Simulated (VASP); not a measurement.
These are RPBE GGA, VASP's PBE PAW potentials (set 64) (plane waves; VASP) values and carry that method's errors.

VASP ran on this input.

INCAR:
```
! general
SYSTEM  =  LiF
PREC    =  Accurate
ENCUT   =  520
LREAL   =  F
LASPH   =  T

! electronic loop
EDIFF   =  1E-7
NELM    =  100
ALGO    =  Normal

! smearing
ISMEAR  =  0
SIGMA   =  0.05

! functional
GGA     =  RP

! ions
ISIF    =  2

! output
LWAVE   =  F
LCHARG  =  F
```

POSCAR:
```
LiF
4.2190170
  0.0000000000   0.4999999872   0.4999999872
  0.4999999872   0.0000000000   0.4999999872
  0.4999999872   0.4999999872   0.0000000000
Li F
1 1
Cart
  0.0000000000   0.0000000000   0.0000000000
  0.4999999872   0.4999999872   0.4999999872
```

KPOINTS:
```
Automatic mesh
0
Gamma
11 11 11
0 0 0
```

POTCAR, in this order: Li_sv F (PBE.64 set). Program: vasp_std.

**Question.** What does the run give for the energy per atom (σ→0), pressure, band gap (on the k-mesh)?

**Answer.** 
| Item | Result |
|---|---|
| energy per atom (σ→0) | -4.612 eV/atom |
| band gap (on the k-mesh) | 8.22 eV |
| pressure | -3.08 GPa |

File OSZICAR:
```
...
DAV:   8    -0.922327100444E+01   -0.18101E-01   -0.35334E-02  1318   0.230E+00    0.123E-01
DAV:   9    -0.922358957939E+01   -0.31857E-03   -0.13416E-03  1128   0.391E-01    0.509E-02
DAV:  10    -0.922379135191E+01   -0.20177E-03   -0.49907E-04  1141   0.204E-01    0.109E-02
DAV:  11    -0.922380158032E+01   -0.10228E-04   -0.62218E-06  1387   0.303E-02    0.343E-03
DAV:  12    -0.922380038101E+01    0.11993E-05   -0.19205E-06  1099   0.157E-02    0.109E-03
DAV:  13    -0.922380060970E+01   -0.22868E-06   -0.79335E-08  1270   0.262E-03    0.119E-04
DAV:  14    -0.922380069934E+01   -0.89642E-07   -0.45696E-09   557   0.800E-04
   1 F= -.92238007E+01 E0= -.92238007E+01  d E =-.143609E-10
```

The compound is LiF in the rock salt structure. This cell is one point of a volume scan, at 1.06 of the reference volume.
